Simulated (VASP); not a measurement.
An input for Quantum ESPRESSO's pw.x (written as the equivalent of a VASP run, and not itself run):

```
&CONTROL
  calculation = 'scf'
  pseudo_dir = './pseudo'
  outdir = './out'
  tprnfor = .true.
  tstress = .true.
/
&SYSTEM
  ibrav = 0
  nat = 3
  ntyp = 2
  ecutwfc = 86
  occupations = 'smearing'
  smearing = 'gaussian'
  degauss = 0.003675
  input_dft = 'pbe'
/
&ELECTRONS
  conv_thr = 7.3e-08
  electron_maxstep = 100
/
ATOMIC_SPECIES
  Zr 91.224 Zr.upf
  Se 78.971 Se.upf
CELL_PARAMETERS angstrom
     1.9052555   -3.2999995   -0.0000000
     1.9052555    3.2999995    0.0000000
     0.0000000    0.0000000    6.8962710
ATOMIC_POSITIONS crystal
  Zr   0.0000000  0.0000000  0.0000000
  Se   0.3333330  0.6666670  0.2286666
  Se   0.6666670  0.3333330  0.7713334
K_POINTS automatic
  6 6 3 0 0 0
```

Problem. Write the VASP files for the same calculation (PBE).

Solution. One answer among several that fit: 
**KPOINTS**
```
K-points
0
G
6 6 3
0 0 0
```

**INCAR**
```
SYSTEM=ZrSe2
PREC=Accurate; ENCUT=520; LREAL=.False.
LASPH=.True.
EDIFF=1E-6; NELM=100; ALGO=Normal
LMAXMIX=4
ISMEAR=0; SIGMA=0.05
GGA=PE
LWAVE=.False.; LCHARG=.True.
```

### POSCAR
```
ZrSe2
3.8105110
  0.4999999966  -0.8660254596   0.0000000000
  0.4999999966   0.8660254596   0.0000000000
  0.0000000000   0.0000000000   1.8098021418
Zr Se
1 2
Cartesian
  0.0000000000   0.0000000000   0.0000000000
  0.4999999966   0.2886757305   0.4138413066
  0.4999999966  -0.2886757305   1.3959608352
```

POTCAR, in this order: Zr_sv Se (PBE.64 set). Program: vasp_std.

The two are equivalent in intent, not identical: the potentials are each code's own (VASP's PAW set, PseudoDojo norm-conserving files in pw.x), so ENCUT and ecutwfc are chosen apart and not converted; conv_thr bounds pw.x's estimated SCF error, while EDIFF bounds the energy change between steps.

The compound is ZrSe2 in the 1T layered structure. It was relaxed first, which changed the volume by +15 %.
